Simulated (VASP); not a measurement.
Consider the following.

```
Se
1.0
    2.18923    -3.79186     0.00000
    2.18923     3.79186     0.00000
    0.00000     0.00000     5.13983
Se
3
Direct
  0.00000   0.22879   0.66667
  0.77121   0.77121   0.00000
  0.22879   0.00000   0.33333
```

These are r2SCAN+rVV10, VASP's PBE PAW potentials (set 64) (plane waves; VASP 6.6.1) values and carry that method's errors. Settings: 520 eV cut-off, 6×6×5 Γ-centred mesh, Gaussian smearing of 0.050 eV, potentials Se.

The ions and cell shape at fixed volume are relaxed. Which structure does the run end with?

```
Se
1.0
    2.21666    -3.83936     0.00000
    2.21666     3.83936     0.00000
    0.00000     0.00000     5.01343
Se
3
Direct
  0.00000   0.22110   0.66667
  0.77890   0.77890   0.00000
  0.22110   0.00000   0.33333
```
Space group P3_121 (152), at a tolerance of 0.03 Å.

How much energy does the relaxation gain?

The energy (σ→0) changes by -13.1 meV/atom, in 6 ionic steps.

The compound is Se in the trig structure. This cell is one point of a volume scan, at 1.06 of the reference volume. Symmetry was kept, so distortions that lower it aren't found.
